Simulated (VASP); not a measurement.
```yaml
crystal:
  lattice:
    - [1.89174, -3.27659, 0.00000]
    - [1.89174, 3.27659, 0.00000]
    - [0.00000, 0.00000, 4.97278]
  atoms:
    - { symbol: Pt, position: [0.00000, 0.00000, 0.00000] }
    - { symbol: Se, position: [0.33333, 0.66667, 0.26035] }
    - { symbol: Se, position: [0.66667, 0.33333, 0.73965] }
```

Computed with rev-vdW-DF2, VASP's PBE PAW potentials (set 64) (plane waves; VASP 6.6.1). Numerical set-up: 520 eV cut-off, 10×10×7 Γ-centred mesh, tetrahedra with Blöchl corrections, potentials Pt Se.

Unless said otherwise, spin-orbit coupling is left out, though it shifts the bands of the heavy elements here.

### Question
Predict the energy per atom (σ→0), band gap (on the k-mesh) with the smallest direct gap where there is one.

### Answer

```json
{
 "band gap (on the k-mesh)": "none (metal, semimetal or under 0.01 eV)",
 "energy per atom (σ→0)": "-3.139 eV/atom"
}
```

Total energies compare only between runs with the same potentials, cut-off and functional.

The compound is PtSe2 in the 1T layered structure. It was relaxed first.
